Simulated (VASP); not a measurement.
Given:

```yaml
crystal:
  lattice:
    - [1.65765, -5.51404, 0.00000]
    - [1.65765, 5.51404, 0.00000]
    - [0.00000, 0.00000, 4.50020]
  atoms:
    - { symbol: P, position: [0.09503, 0.90497, 0.91373] }
    - { symbol: P, position: [0.40497, 0.59503, 0.41373] }
    - { symbol: P, position: [0.59503, 0.40497, 0.58627] }
    - { symbol: P, position: [0.90497, 0.09503, 0.08627] }
```

Calculation: PBE GGA, VASP's PBE PAW potentials (set 64) (plane waves; VASP). Numerical set-up: 480 eV cut-off, 6×6×6 Γ-centred mesh, Gaussian smearing of 0.050 eV, potentials P.

Without a dispersion term in the relaxation, distances and binding between the weakly bound layers, chains or molecules are unreliable, and so is what depends on them.

Question: Give the force on each atom (eV/Å).

Answer: 
```json
[
 {"atom": "P1", "Fx": "0.000", "Fy": "-0.189", "Fz": "0.089"},
 {"atom": "P2", "Fx": "0.000", "Fy": "0.189", "Fz": "0.089"},
 {"atom": "P3", "Fx": "0.000", "Fy": "-0.189", "Fz": "-0.089"},
 {"atom": "P4", "Fx": "0.000", "Fy": "0.189", "Fz": "-0.089"}
]
```

Question: Give the stress tensor in GPa (positive for a compressed cell).

Answer: 
```
0.64  0.00  0.00
0.00  1.85  0.00
0.00  0.00  1.29
```
The pressure is its mean diagonal, 1.26 GPa.

The compound is P in the black structure. This cell was strained or had an atom moved on purpose.
